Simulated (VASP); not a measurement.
A convergence study with VASP on GaN (wurtzite): one setting is varied, all else stays as given below, so the limit is that of these other settings.

```
GaN
1.0
    1.59500    -2.76262     0.00000
    1.59500     2.76262     0.00000
    0.00000     0.00000     5.19000
Ga N
2 2
Direct
  0.66667   0.33333   0.50000
  0.33333   0.66667   0.00000
  0.66667   0.33333   0.87700
  0.33333   0.66667   0.37700
```

Computed with PBE GGA, VASP's PBE PAW potentials (set 64) (plane waves; VASP). The tightest run used: 700 eV cut-off, 13×13×7 Monkhorst-Pack mesh, Gaussian smearing of 0.050 eV, potentials Ga_d N.

Q: The settings run are 1×1×1 mesh; 2×2×1 mesh; 3×3×2 mesh; 4×4×2 mesh; 5×5×3 mesh; 6×6×3 mesh; 7×7×4 mesh; 8×8×4 mesh; 9×9×5 mesh; 10×10×6 mesh; 11×11×6 mesh; 12×12×7 mesh; 13×13×7 mesh. From which on does the energy per atom stay within 0.01 eV/atom of the tightest run?

A: From 4×4×2 mesh on: it is off by 0.0047 there and by no more than 0.01 in any finer run, while 3×3×2 mesh is off by 0.0725.
```csv
setting,E (eV/atom),pressure (GPa),irreducible k-points,difference judged (eV/atom)
1×1×1 mesh,-1.8527,33.33,1,4.2263
2×2×1 mesh,-6.2804,3.82,2,0.2013
3×3×2 mesh,-6.0065,5.51,3,0.0725
4×4×2 mesh,-6.0837,5.04,6,0.0047
5×5×3 mesh,-6.0743,4.99,10,0.0048
6×6×3 mesh,-6.0787,5.06,24,0.0003
7×7×4 mesh,-6.0788,5.04,16,0.0003
8×8×4 mesh,-6.0791,5.06,40,0.0001
9×9×5 mesh,-6.0790,5.05,36,0.0001
10×10×6 mesh,-6.0791,5.06,90,0.0000
11×11×6 mesh,-6.0790,5.06,48,0.0000
12×12×7 mesh,-6.0790,5.06,168,0.0000
13×13×7 mesh,-6.0790,5.06,84,0.0000
```

Left out are rungs that failed or repeat a setting and relaxations that didn't move; long series are thinned to 24 rows.

The compound is GaN in the wurtzite structure. The cell was not relaxed at this level.
